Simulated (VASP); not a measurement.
```
CsI
1.0
    4.55109     0.00000     0.00000
    0.00000     4.55109     0.00000
    0.00000     0.00000     4.55109
Cs I
1 1
Direct
  0.00000   0.00000   0.00000
  0.50000   0.50000   0.50000
```

Calculation: optB88-vdW, VASP's PBE PAW potentials (set 64) (plane waves; VASP 6.6.1). Settings: 520 eV cut-off, Gaussian smearing of 0.050 eV, potentials Cs_sv I.

Unless said otherwise, spin-orbit coupling is left out, though it shifts the bands of the heavy elements here.

Give the energies of bands 5 to 11 at the high-symmetry points, in eV from the valence-band maximum.

```json
[
 {"band": "5", "Γ": "-7.11", "X": "-7.04", "M": "-7.00", "R": "-7.37"},
 {"band": "6", "Γ": "-0.09", "X": "-1.59", "M": "-0.87", "R": "-1.34"},
 {"band": "7", "Γ": "-0.09", "X": "-0.25", "M": "-0.87", "R": "-1.34"},
 {"band": "8", "Γ": "-0.09", "X": "-0.25", "M": "0.00", "R": "-1.34"},
 {"band": "9", "Γ": "3.86", "X": "5.13", "M": "4.20", "R": "7.21"},
 {"band": "10", "Γ": "4.13", "X": "6.53", "M": "4.90", "R": "7.21"},
 {"band": "11", "Γ": "4.13", "X": "6.73", "M": "6.07", "R": "7.21"}
]
```

The gap is indirect, 3.86 eV, from the valence maximum at M to the conduction minimum at Γ.

Measured: gap 6.20 eV (computed value off by -2.34 eV), as given by Aguado et al., (1998), arXiv:cond-mat/9809176.

The compound is CsI in the CsCl type structure. It was relaxed first.
